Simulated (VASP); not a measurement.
VASP input:

### INCAR
```
# general
SYSTEM  = Ta5Si3
PREC    = Accurate
ENCUT   = 400
LREAL   = Auto   # projection in real space or not
LASPH   = T   # aspherical one-centre terms

# electronic loop
EDIFF   = 1E-7   # SCF stop (eV)
NELM    = 100   # most electronic steps
ALGO    = Normal   # blocked Davidson
LMAXMIX = 6   # l cut-off of mixed one-centre charges

# smearing
ISMEAR  = -5

# functional
GGA     = PS   # PBEsol

# ions
ISIF    = 2   # forces and stress, cell fixed

# output
LWAVE   = F
LCHARG  = T
LORBIT  = 11   # lm-projected
NEDOS   = 601

# other
LEFG    = T
```

POSCAR:
```
Ta5Si3
7.4662730
  1.0000000481   0.0000000000   0.0000000000
 -0.5000000241   0.8660254410   0.0000000000
  0.0000000000   0.0000000000   0.6994953053
Ta Si
10 6
direct
  0.7543604181   0.7543604181   0.2500000000
  0.2456395819   0.2456395819   0.7500000000
  1.0000000000   0.7543604181   0.7500000000
  0.0000000000   0.2456395819   0.2500000000
  0.2456395819   0.0000000000   0.2500000000
  0.7543604181   0.0000000000   0.7500000000
  0.6666670000   0.3333330000   0.0000000000
  0.3333330000   0.6666670000   0.0000000000
  0.3333330000   0.6666670000   0.5000000000
  0.6666670000   0.3333330000   0.5000000000
  1.0000000000   0.6043194439   0.2500000000
  0.0000000000   0.3956805561   0.7500000000
  0.3956805561   0.0000000000   0.7500000000
  0.6043194439   0.0000000000   0.2500000000
  0.3956805561   0.3956805561   0.2500000000
  0.6043194439   0.6043194439   0.7500000000
```

KPOINTS:
```
Automatic mesh
0
Gamma
6 6 7
0 0 0
```

POTCAR, in this order: Ta_pv Si (PBE.64 set). Program: vasp_std.

### Question
Translate this PBEsol calculation to Ansatz.

### Answer
One equivalent input (not run):
Ansatz 0.2 input:
```yaml
crystal:
  lattice:
    - [7.4662734, 0.0000000, 0.0000000]
    - [-3.7331367, 6.4659824, 0.0000000]
    - [0.0000000, 0.0000000, 5.2226229]
  atoms:
    - { symbol: Ta, position: [0.7543604, 0.7543604, 0.2500000] }
    - { symbol: Ta, position: [0.2456396, 0.2456396, 0.7500000] }
    - { symbol: Ta, position: [1.0000000, 0.7543604, 0.7500000] }
    - { symbol: Ta, position: [0.0000000, 0.2456396, 0.2500000] }
    - { symbol: Ta, position: [0.2456396, 0.0000000, 0.2500000] }
    - { symbol: Ta, position: [0.7543604, 0.0000000, 0.7500000] }
    - { symbol: Ta, position: [0.6666670, 0.3333330, 0.0000000] }
    - { symbol: Ta, position: [0.3333330, 0.6666670, 0.0000000] }
    - { symbol: Ta, position: [0.3333330, 0.6666670, 0.5000000] }
    - { symbol: Ta, position: [0.6666670, 0.3333330, 0.5000000] }
    - { symbol: Si, position: [1.0000000, 0.6043194, 0.2500000] }
    - { symbol: Si, position: [0.0000000, 0.3956806, 0.7500000] }
    - { symbol: Si, position: [0.3956806, 0.0000000, 0.7500000] }
    - { symbol: Si, position: [0.6043194, 0.0000000, 0.2500000] }
    - { symbol: Si, position: [0.3956806, 0.3956806, 0.2500000] }
    - { symbol: Si, position: [0.6043194, 0.6043194, 0.7500000] }
kpoints:
  mp_grid: { grid: [6, 6, 7] }
hamiltonian:
  xc: pbesol
  pseudopotentials: { kind: paw }
scf:
  occupations: { method: tetrahedron }
  max_iter: 100
output: { forces: true, stress: true, eigenvalues: true }
```
The two are equivalent in intent, not identical: each code has its own PAW files, so the cut-off isn't converted (ENCUT is set for VASP's; basis.ecutwfc is left out, and Ansatz then takes the one that its files recommend); Ansatz stops its SCF on the density residual and VASP on the energy change (EDIFF); the field gradients of LEFG aren't asked of the other code.

The structure comes from a computed database's Ta5Si3 entry (P6_3/mcm); how it stands against other phases isn't given here. It was relaxed first.
